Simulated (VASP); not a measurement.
Here is the system:

```
Rb
1.0
   -2.82500     2.82500     2.82500
    2.82500    -2.82500     2.82500
    2.82500     2.82500    -2.82500
Rb
1
Direct
  0.00000   0.00000   0.00000
```

Calculation: revPBE GGA, VASP's PBE PAW potentials (set 64) (plane waves; VASP). Settings: 520 eV cut-off, 8×8×8 Γ-centred mesh, first-order Methfessel-Paxton smearing of 0.10 eV, potentials Rb_sv.

Energy and stress use the plane-wave basis of the starting cell.

Problem. The ions, cell shape and volume are relaxed. Give the cell that the relaxation ends in.

Solution. 
```
Rb
1.0
   -2.91578     2.91578     2.91578
    2.91578    -2.91578     2.91578
    2.91578     2.91578    -2.91578
Rb
1
Direct
  0.00000   0.00000   0.00000
```
Space group Im-3m (229), at a tolerance of 0.03 Å.

Problem. How do energy and volume change from the first to the last step?

Solution. The energy (σ→0) changes by -7.5 meV/atom and the volume by +10.0 %, in 4 ionic steps.

The compound is Rb in the bcc structure. This run relaxes it. Symmetry was kept, so distortions that lower it aren't found.
